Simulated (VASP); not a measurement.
These are r2SCAN meta-GGA, VASP's PBE PAW potentials (set 64) (plane waves; VASP) values and carry that method's errors.

VASP input:

POSCAR:
```
Ge
4.0057180
  0.0000000000   0.7071068464   0.7071068464
  0.7071068464   0.0000000000   0.7071068464
  0.7071068464   0.7071068464   0.0000000000
Ge
2
Cart
  0.0000000000   0.0000000000   0.0000000000
  0.3535534232   0.3535534232   0.3348301881
```

**KPOINTS**
```
Automatic mesh
0
Gamma
8 8 8
0 0 0
```

INCAR:
```
! general
SYSTEM  = Ge
PREC    = Accurate
ENCUT   = 480   ! plane-wave cut-off (eV)
LREAL   = .FALSE.   ! projection in real space or not
LASPH   = .TRUE.

! electronic loop
EDIFF   = 1E-7
NELM    = 100
ALGO    = Normal
LMAXMIX = 4   ! l cut-off of mixed one-centre charges
LMIXTAU = .TRUE.

! smearing
ISMEAR  = 0   ! Gaussian
SIGMA   = 0.05   ! width (eV)

! functional
METAGGA = R2SCAN

! ions
ISIF    = 2   ! forces and stress, cell fixed

! output
LWAVE   = .FALSE.
LCHARG  = .FALSE.
```

POTCAR, in this order: Ge_d (PBE.64 set). Program: vasp_std.

Q: What will the output report for the number of irreducible k-points (NKPTS), number of bands (NBANDS), largest plane-wave count, number of space-group operations, FFT grid (NGX, NGY, NGZ)?

A: 
* **number of irreducible k-points (NKPTS)**: 95
* **number of bands (NBANDS)**: 18
* **largest plane-wave count**: 1106
* **number of space-group operations**: 8
* **FFT grid (NGX, NGY, NGZ)**: 30 × 30 × 30

The compound is Ge in the diamond structure. This cell was strained or had an atom moved on purpose.
